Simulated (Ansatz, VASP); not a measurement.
# Cross-check of Ba3Al2Fe2P24O69 between VASP and Ansatz

Wanted: the spread between two codes on one cell, functional and k mesh. The structure shown is frame 27 of Ansatz's trajectory.

Method: plane waves, with VASP 6.6.1 beside it; single point at LDA, in Ansatz 0.2.0.

### Step 1. The starting structure

The cell holds 100 atoms: 24 P, 2 Al, 3 Ba, 2 Fe and 69 O. Cell: a = 11.202 Å, b = 11.202 Å, c = 11.202 Å, α = 90.0°, β = 90.0°, γ = 90.0°. As first built, before any earlier steps moved the atoms (in the runner's words): 100 atoms (24 P, 2 Al, 3 Ba, 2 Fe, 69 O) placed at random at 2.81 g/cm^3, melted at 4000 K for 10 ps at fixed volume with the Morse and Coulomb pair potential with partial charges (Pedone, Malavasi, Menziani, Cormack and Segre, J. Phys. Chem. B 110, 11780 (2006)). Quenched from 4000 K to 300 K at 10 K/ps and fixed volume, held 10 ps at zero pressure, then minimised at fixed cell.

### Step 2. Ansatz: dynamics, LDA

Ansatz runs on its default PAW (the set named soft_2) files.

One frame of this run of dynamics is then solved in both programs, so the motion causes no difference.

File input.yaml:

```yaml
crystal:
  lattice:
    - [11.20166, 0.0, 0.0]
    - [0.0, 11.20166, 0.0]
    - [0.0, 0.0, 11.20166]
  atoms:
    - { symbol: P, position: [0.1138, 0.52271, 0.06268] }
    - { symbol: P, position: [0.5857, 0.45423, 0.05724] }
    - { symbol: P, position: [0.404, 0.2453, 0.01804] }
    - { symbol: P, position: [0.57892, 0.08022, 0.87954] }
    - { symbol: P, position: [0.84285, 0.5766, 0.3754] }
    - { symbol: P, position: [0.2708, 0.90884, 0.87982] }
    - { symbol: P, position: [0.94002, 0.73738, 0.0877] }
    - { symbol: P, position: [0.71847, 0.04207, 0.11295] }
    - { symbol: P, position: [0.36016, 0.18694, 0.50296] }
    - { symbol: P, position: [0.56099, 0.9525, 0.31972] }
    - { symbol: P, position: [0.89016, 0.837, 0.83698] }
    - { symbol: P, position: [0.97076, 0.05102, 0.69968] }
    - { symbol: P, position: [0.62319, 0.71589, 0.44132] }
    - { symbol: P, position: [0.04286, 0.26146, 0.12876] }
    - { symbol: P, position: [0.75238, 0.2231, 0.7179] }
    - { symbol: P, position: [0.1261, 0.453, 0.79815] }
    - { symbol: P, position: [0.31922, 0.93843, 0.60629] }
    - { symbol: P, position: [0.09534, 0.87492, 0.26816] }
    - { symbol: P, position: [0.77794, 0.46015, 0.85827] }
    - { symbol: P, position: [0.40463, 0.54868, 0.45698] }
    - { symbol: P, position: [0.15291, 0.65086, 0.41231] }
    - { symbol: P, position: [0.6167, 0.29238, 0.48888] }
    - { symbol: P, position: [0.39154, 0.46212, 0.72014] }
    - { symbol: P, position: [0.91692, 0.99853, 0.43826] }
    - { symbol: Al, position: [0.76913, 0.31573, 0.23736] }
    - { symbol: Al, position: [0.28292, 0.0951, 0.23702] }
    - { symbol: Ba, position: [0.38885, 0.7413, 0.1467] }
    - { symbol: Ba, position: [0.56132, 0.75841, 0.77436] }
    - { symbol: Ba, position: [0.05593, 0.32337, 0.43566] }
    - { symbol: Fe, position: [0.93987, 0.62724, 0.63745], spin: -5.0 }
[... 64 atom lines left out ...]
    - { symbol: O, position: [0.45042, 0.34386, 0.73941] }
    - { symbol: O, position: [0.53629, 0.574, 0.08227] }
    - { symbol: O, position: [0.40755, 0.45186, 0.36713] }
    - { symbol: O, position: [0.68265, 0.27854, 0.37276] }
    - { symbol: O, position: [0.88435, 0.44709, 0.93714] }
    - { symbol: O, position: [0.09109, 0.10046, 0.72398] }
magnetization:
  spin_polarized: true
kpoints:
  mp_grid: { grid: [1, 1, 1] }
hamiltonian:
  xc: lda
scf:
  occupations: { method: fermi_dirac, width: 0.05 }
  lower_state_search: "off"
output:
  forces: true
  stress: true
md:
  timestep: 1.0
  n_steps: 80
  ensemble: nvt_nose_hoover
  temperature: 900
  initial_velocities: maxwell_boltzmann
  seed: 7289
```

Started as:

```bash
> ansatz run input.yaml --threads 4 --pin off --max-ram 15872MiB --backend cpu --events-out ev --progress --plain --runs-dir out
```

Numbers of over 12 decimals in the logs are rounded to 6 here.

Output:

```text
Warning: md: disabling space-group detection — thermal motion breaks the input geometry's symmetry, so no spatial operation reduces the k-mesh or symmetrises the density; time reversal is kept, so that k and −k are solved as one point where they differ and the mesh holds both, and exact exchange and, on two spinor components, a DFT+U term hold to it where the run has them: on two components no moment then forms, and  [...]
Warning: output.stress: scf.convergence.dr2_threshold = 1e-7 eV (the SCF's general default) is looser than the 1e-8 eV advised for a printed stress (1e-10 eV for each atom of the cell: 100). What an SCF threshold leaves in a stress goes as its square root, and in the free energy as the threshold itself, and one threshold admits the most on a small cell: [figures from the program's tests cut] Set scf.convergence.dr2_threshold to 1e-8 eV or tighter. The threshold is an SCF's pass mark: one that does not reach it within its budget of iterations ends unconverged, or closes short of it on a stop that the run arms, and scf.convergence.dr2_threshold's page says what that costs each kind of run
Engine: ansatz 0.2.0, aarch64-unknown-linux-gnu
Pseudopotentials: kind: paw
Pseudopotential: P, paw, valence charge 5, recommended cutoff 420 eV (normal), P.paw.azcp
Pseudopotential: Al, paw, valence charge 3, recommended cutoff 420 eV (normal), Al.paw.azcp
Pseudopotential: Ba, paw, valence charge 10, recommended cutoff 420 eV (normal), Ba.paw.azcp
Pseudopotential: Fe, paw, valence charge 16, recommended cutoff 420 eV (normal), Fe.paw.azcp
Pseudopotential: O, paw, valence charge 6, recommended cutoff 420 eV (normal), O.paw.azcp
Functional definition: SPW92
  exchange = slater_x
  correlation = pw_c
Crystal: 100 atoms, lattice volume = 1405.553 Å³
Basis set: ecut = 420 eV, 27609 PW (Γ)
Bands: 406, of which v1, the nominal top of the filled ones, is band 301 counted from 1 (300 counted from 0)
Symmetry: 1 space group operations
k-points: 1
Non-local potential: P, projectors of the file, l = 0: 2, l = 1: 2, l = 2: 2
Non-local potential: Al, projectors of the file, l = 0: 2, l = 1: 2, l = 2: 1
Non-local potential: Ba, projectors of the file, l = 0: 3, l = 1: 2, l = 2: 2, l = 3: 2
Non-local potential: Fe, projectors of the file, l = 0: 3, l = 1: 2, l = 2: 3, l = 3: 1
Non-local potential: O, projectors of the file, l = 0: 2, l = 1: 2, l = 2: 1
PAW form: soft (Blöchl's): semilocal exchange-correlation on the pseudo side does not see the compensation charge
PAW frozen core: P, regenerated for the run's functional, and the local potential with it (the file was generated under x = pbe(κ = 0.804, μ = 0.219515), c = pbe(β = 0.066725))
PAW frozen core: Al, regenerated for the run's functional, and the local potential with it (the file was generated under x = pbe(κ = 0.804, μ = 0.219515), c = pbe(β = 0.066725))
PAW frozen core: Ba, regenerated for the run's functional, and the local potential with it (the file was generated under x = pbe(κ = 0.804, μ = 0.219515), c = pbe(β = 0.066725))
PAW frozen core: Fe, regenerated for the run's functional, and the local potential with it (the file was generated under x = pbe(κ = 0.804, μ = 0.219515), c = pbe(β = 0.066725))
PAW frozen core: O, regenerated for the run's functional, and the local potential with it (the file was generated under x = pbe(κ = 0.804, μ = 0.219515), c = pbe(β = 0.066725))
PAW one-centre angular grid: P, 110 points (default); XC on 64 Gauss nodes
PAW one-centre angular grid: Al, 110 points (default); XC on 64 Gauss nodes
PAW one-centre angular grid: Ba, 194 points (default); XC on 64 Gauss nodes
PAW one-centre angular grid: Fe, 590 points (default); XC on 64 Gauss nodes
PAW one-centre angular grid: O, 110 points (default); XC on 64 Gauss nodes
Initial density: superposition of atomic densities (chi_scale 0.1, normalization cell, long waves kept (reshape's long-wave potential 0.58 eV rms))
Starting moments: Σ|m| = 10 μB on 2 of 100 sites
Initial wavefunctions: pseudopotential atomic-orbital guess
Functional: x = slater, c = lda
[...]
Free energy (F): -82970.946035 eV
Harris-Foulkes:  -82970.946035 eV  (|F-HF|=2.09e-8)
Internal energy: -82970.885733 eV  (E = F + TS)
E sigma→0 (E₀):  -82970.915884 eV
Entropy (-TS):   -0.060302 eV (-0.603 meV/atom)
Fermi energy:    3.808609 eV
--- Per-component energies (eV) ---
  E_band       = -3956.350369
  E_kinetic    = 15212.112184
  E_local      = -47582.011925  (includes V_loc(G=0)·N_el)
  E_nonlocal   = 4870.647845
  E_hartree    = 17853.560683
  E_xc         = -7285.737219
  E_vxc        = -8667.551905  (∫ρ·V_xc dr)
  E_paw        = -41816.129329  (= ΣΔE_a)
  E_vpaw       = -3496.832857  (= ΣTr[D̂ρ^β])
  E_aug_tail   = 0.177227  (compensation charges beyond the density's cutoff)
  E_ewald      = -24234.771268
  E_core_change = 11.266069  (= ΣΔE_core)
  E_smearing   = -0.060302  (= −TS)
  E_closure    = 0.000000  (closes the sum)
  Σ components = -82970.946035   (vs F -82970.946035, Δ=0.00e0)
--- Forces (eV/Å), atoms counted from 1 ---
  atom   1  P     -0.60086944    -0.82693313    -1.32498374
  atom   2  P     -0.80776092    -1.73083158    -3.33959771
  atom   3  P      0.92220616     3.43269575    -2.93342033
  atom   4  P      1.03962155     0.15718238     0.50183565
  atom   5  P      0.94674305    -0.09489466    -3.10120221
  atom   6  P     -0.26110546    -1.26810221    -1.69487606
  atom   7  P     -1.84631016     1.26104153     0.58442230
  atom   8  P     -0.93707769    -1.98129444     1.30269087
  atom   9  P     -0.34243314     3.87054995     4.28940715
  atom  10  P     -0.11477477    -1.00911610    -0.47110688
  atom  11  P      0.51111396     1.35733233     0.30248501
  atom  12  P     -1.97731154    -0.49729071     0.36143322
  atom  13  P     -1.18720074     2.01310864     0.24469057
  atom  14  P      1.97679394     0.68714433     1.54251043
  atom  15  P      2.31985402    -5.91089996     2.00705342
  atom  16  P      2.10944887     2.33666110     1.46683736
  atom  17  P     -0.83830513    -3.47054369    -0.59317196
  atom  18  P     -3.09700542    -1.39328222     1.98601195
  atom  19  P      0.44967056     1.81464837     1.72417944
  atom  20  P     -1.13569084     0.91777520     1.64458149
  atom  21  P      2.38576094     1.28824069    -1.20518151
  atom  22  P     -2.39020379     3.49845727     2.20094720
  atom  23  P      0.90153274     3.19758986     0.11158011
  atom  24  P     -0.83956865    -2.81751193     0.26498116
[...]
atom  93  O     -0.08968884     0.31778514    -1.75743796
  atom  94  O      1.37411878     0.25619155     1.78612901
  atom  95  O      0.00010634    -1.77394446     0.30661200
  atom  96  O      0.05691059    -0.56340970    -0.03134450
  atom  97  O      0.53613593     0.84859401     0.58465992
  atom  98  O      0.20594759    -1.56545336    -0.69755332
  atom  99  O     -1.11316115    -0.29607340    -0.75458352
  atom 100  O     -0.51714483     0.06715869    -0.79884754
  max |Σ_I F_I| component: 2.57e-4 eV/Å
--- Stress (GPa, compression-positive) ---
       -8.598491      -0.038732       1.297357
       -0.038732      -4.116096      -0.362802
        1.297356      -0.362802      -7.492694
  P = ⅓ Tr σ = -6.7358 GPa (-67.358 kbar)
--- MD trajectory: 80 steps, t = 0.0 → 80.0 fs ---
  final state: T = 865.7 K   F+E_penalty+E_count = -82970.94603508 eV   E_kin = 11.078513 eV
  conserved energy: peak-to-peak 1.977e-2 eV (1.977e-4 eV/atom) over 80.0 fs
```

### Step 3. VASP: single point, LDA

The same cell, functional (in two slightly different forms), mesh and smearing now go to VASP, with its own data sets.

Lines of VASP's logs that name or quote its potential files are left out, and so is its time.

File INCAR:

```
SYSTEM = Ba3Al2Fe2P24O69
PREC = Accurate
ENCUT = 520
EDIFF = 1E-06
NELM = 200
ISMEAR = -1
SIGMA = 0.05
LREAL = Auto
ALGO = Normal
GGA = PW92
NBANDS = 368
ISPIN = 2
MAGMOM = -0 -0 -0 -0 -0 -0 -0 -0 -0 -0 -0.01 -0 -0 -0 -0 -0.01 0 -0 -0 -0 -0 -0 0 -0 -0 -0 -0 -0 -0 -3.4 -3.44 -0.01 -0 -0 -0.09 -0 -0 -0 -0 -0 -0.1 -0.08 -0 0 -0 -0 -0 -0 -0 -0.08 -0 -0 -0.03 -0 -0 -0.09 -0.01 0 -0 -0.01 -0.01 -0 -0 -0 -0 -0.01 -0 -0.01 -0.01 -0 -0.06 -0 -0.03 -0 -0.12 -0 -0 -0 -0.02 -0 -0 -0.02 -0 -0.12 -0 -0.01 -0.19 -0.1 -0.04 -0.01 -0 -0.02 -0.01 -0 -0 0 -0 -0 -0 -0.05
LASPH = .TRUE.
LMAXMIX = 4
LORBIT = 11
LWAVE = .FALSE.
LCHARG = .FALSE.
ISIF = 2
GGA_COMPAT = .FALSE.
NCORE = 2
```

File POSCAR:

```
Ba3Al2Fe2P24O69
1.0
   11.2016600000      0.0000000000      0.0000000000
    0.0000000000     11.2016600000      0.0000000000
    0.0000000000      0.0000000000     11.2016600000
P Al Ba Fe O
24 2 3 2 69
Direct
    0.1186074207      0.5276539370      0.0569290623
    0.5973757461      0.4491923518      0.0581699498
    0.4051006726      0.2412945938      0.0199523999
    0.5811995722      0.0763279728      0.8788251027
    0.8497758368      0.5746648265      0.3738999398
    0.2711116031      0.9144537506      0.8952423123
    0.9334152260      0.7248300698      0.0916917671
    0.7372389449      0.0581610226      0.1061092731
    0.3555187356      0.1772951509      0.4990153245
    0.5532215761      0.9694634545      0.3072223224
    0.8737901347      0.8323230664      0.8370009445
    0.9735074980      0.0450111858      0.7004765365
    0.6185958153      0.7090466949      0.4349890998
    0.0499925904      0.2559531355      0.1326589095
    0.7497906560      0.2164054256      0.7174740172
    0.1208570873      0.4512009827      0.7924629028
    0.3224789897      0.9360487642      0.6013305171
    0.0986371663      0.8739686796      0.2751913556
    0.7849640143      0.4701267491      0.8588727028
    0.3934416863      0.5517217984      0.4653238895
    0.1440947145      0.6388874506      0.4231426414
    0.6131680483      0.3086328276      0.4896417138
    0.4088144079      0.4522901070      0.7379174158
    0.9069102258      0.0070739515      0.4364263868
    0.7703679633      0.3062760341      0.2385717831
    0.2932065426      0.0952180302      0.2366524247
    0.3887905900      0.7415240241      0.1464604353
    0.5558908233      0.7617263870      0.7701358549
    0.0589019842      0.3308259669      0.4335428856
    0.9292640555      0.6180066169      0.6347362802
[... 64 atom lines left out ...]
    0.4478086284      0.3273443400      0.7364712016
    0.5340369195      0.5617381709      0.0672043251
    0.4201163042      0.4646186369      0.3672669944
    0.6766229291      0.2752270646      0.3752300998
    0.8914303773      0.4617708447      0.9403784796
    0.0962803727      0.0966374627      0.7024316039
```

File KPOINTS:

```
Automatic mesh
0
Gamma
1 1 1
0 0 0
```

PAW data sets: P, Al, Ba_sv, Fe and O (LDA family, release 64).

Started as:

```bash
> mpirun -np 8 vasp_gam
```

Output:

```text
[banner, memory and clock lines left out]
running    8 mpi-ranks, on    1 nodes
[...]
|                                                                             |
|               ----> ADVICE to this user running VASP <----                  |
|                                                                             |
|     You enforced a specific xc type in the INCAR file but a different       |
|     [... a line on the potential file left out ...]
|     I HOPE YOU KNOW WHAT YOU ARE DOING!                                     |
|                                                                             |

 LDA part: xc-table for (Slater(with rela. corr.)+PW92), standard interpolation
 POSCAR, INCAR and KPOINTS ok, starting setup
[...]
entering main loop
       N       E                     dE             d eps       ncg     rms          rms(c)
DAV:   1     0.592609531763E+04    0.59261E+04   -0.34359E+05  1488   0.159E+03
DAV:   2    -0.279568029057E+03   -0.62057E+04   -0.58954E+04  1800   0.396E+02
DAV:   3    -0.863801984796E+03   -0.58423E+03   -0.57306E+03  1712   0.134E+02
DAV:   4    -0.891119556465E+03   -0.27318E+02   -0.26938E+02  2120   0.345E+01
[...]
DAV:  25    -0.776469026637E+03    0.65163E-05   -0.17644E-05  2128   0.178E-02    0.298E-02
DAV:  26    -0.776469024306E+03    0.23310E-05   -0.12873E-05  2056   0.156E-02    0.154E-02
DAV:  27    -0.776469024465E+03   -0.15935E-06   -0.69790E-06  2016   0.100E-02
   1 F= -.77646902E+03 E0= -.77644622E+03  d E =-.456061E-01  mag=    -9.9529
```

From OUTCAR (step 3):

```text
  FREE ENERGIE OF THE ION-ELECTRON SYSTEM (eV)
  ---------------------------------------------------
  free  energy   TOTEN  =      -776.4690244650 eV

  energy  without entropy=     -776.4234184099  energy(sigma->0) =     -776.44622144

 magnetization (x)
# of ion       s       p       d       tot
------------------------------------------
    1       -0.000  -0.000   0.000  -0.001
    2       -0.000  -0.000   0.000  -0.001
    3       -0.001  -0.004   0.000  -0.005
    4       -0.000  -0.000   0.000  -0.000
    5       -0.001  -0.001   0.000  -0.003
    6       -0.001  -0.001   0.000  -0.002
    7       -0.000  -0.000   0.000  -0.000
    8        0.000   0.000   0.000   0.000
    9        0.000   0.000   0.000   0.000
   10        0.000  -0.000   0.000  -0.000
   11       -0.004  -0.006   0.000  -0.011
   12       -0.000  -0.001   0.000  -0.001
   13        0.000  -0.000   0.000  -0.000
[...]
--------------------------------------------------
tot         -0.164  -1.559  -7.638  -9.361
```

The magnetic state follows from one typed start and may not be the lowest. Harder data sets than Ba_sv exist (the GW ones), and pressures, volumes and forces can shift noticeably with them.

### Step 4. Differences

Known differences besides the potentials themselves: VASP starts from the moments at which Ansatz ended; the data sets hold 602 valence electrons in Ansatz (on its default PAW (the set named soft_2) files) and 586 in VASP; the cutoff is 420 eV in Ansatz and 520 eV in VASP (PREC = Accurate, projectors in real space); VASP's log shows a relativistic correction to its local exchange, Ansatz's none. Total energies have different zeros and are not compared.

Forces on 10 of the 100 atoms, those with the largest forces and the largest differences (eV/Å; atoms numbered as in POSCAR):

| atom | Ansatz x, y, z | VASP x, y, z |
| --- | --- | --- |
| P7 | -2.855, 1.156, 1.481 | -2.727, 1.159, 1.436 |
| P8 | -2.094, -4.078, -0.534 | -2.137, -4.052, -0.526 |
| P9 | 0.552, 2.690, 2.472 | 0.604, 2.708, 2.324 |
| P14 | -2.420, 3.176, 0.961 | -2.462, 3.083, 0.847 |
| P24 | -0.043, -3.537, 1.646 | 0.087, -3.476, 1.657 |
| O36 | 0.144, -2.867, -2.335 | 0.148, -2.852, -2.322 |
| O56 | -0.108, -1.710, -2.450 | -0.116, -1.596, -2.140 |
| O68 | -0.103, -0.540, 0.787 | -0.235, -0.803, 0.738 |
| O77 | 0.001, -0.292, 0.637 | 0.043, -0.227, 0.911 |
| O80 | 2.988, 0.892, -2.540 | 2.930, 0.883, -2.507 |

The forces differ by 73 meV/Å r.m.s., which is 5.7 % of the r.m.s. force of 1.279 eV/Å (both taken over all components). Moments aren't recorded for both runs of this pair, so they may hold unlike magnetic states.

### Step 5. What came out

```yaml
r_m_s_force_difference_single_point_lda: 5.7 % of the r.m.s. force
```

The r.m.s. force difference is 5.7 % of the r.m.s. force (single point, LDA), beyond the 3 % picked in this series as the mark of a large difference. The data sets hold unlike numbers of valence electrons (602 in Ansatz and 586 in VASP), so part of the differences comes from the potentials. What causes the difference of the single point, LDA pair stays open here. 2 further runs of this series are not shown here. How closely two codes agree says nothing of how well the functional describes the real material.

[Lines on the potential files, build, host, timing and source positions are cut from VASP's logs without a mark.]

[Logs are printed without paths, hosts, clocks, repeated set-up lines and the standing remarks that a program may print on its own settings, such as how far it seeks lower states.]

[Hosts, paths, dates, database ids (printed as entryN), source tags and the programs' standing remarks are cut or masked in the printed files.]
